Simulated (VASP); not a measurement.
**Te (relaxed from the bcc structure, space group Im-3m): computed properties**

All values below come from r2SCAN meta-GGA, VASP's PBE PAW potentials (set 64) (plane waves; VASP 6.6.1).

For Te, the space group is Im-3m (229) and the cell is a = 3.8372 Å, b = 3.8372 Å, c = 3.8372 Å, α = 90.00°, β = 90.00°, γ = 90.00°. The volume per atom comes out as 28.25 Å³/atom and the band gap (over mesh and band path) is none (metal, semimetal or under 0.01 eV). The density is 7.50 g/cm³.

Space group Im-3m (No. 229); a = 3.8372 Å, b = 3.8372 Å, c = 3.8372 Å, α = 90.00°, β = 90.00°, γ = 90.00°

```
atom  site  symmetry       x       y       z
----  ----  --------  ------  ------  ------
Te      2a      m-3m  0.0000  0.0000  0.0000
```
(The calculation used a cell of 1 atom; values per cell refer to that cell.)

Unless said otherwise, spin-orbit coupling is left out, though it shifts the bands of the heavy elements here.

The structure was generated: Te was put into the bcc type (Im-3m), which need not be its known phase. It was relaxed first. Symmetry was kept, so distortions that lower it aren't found.
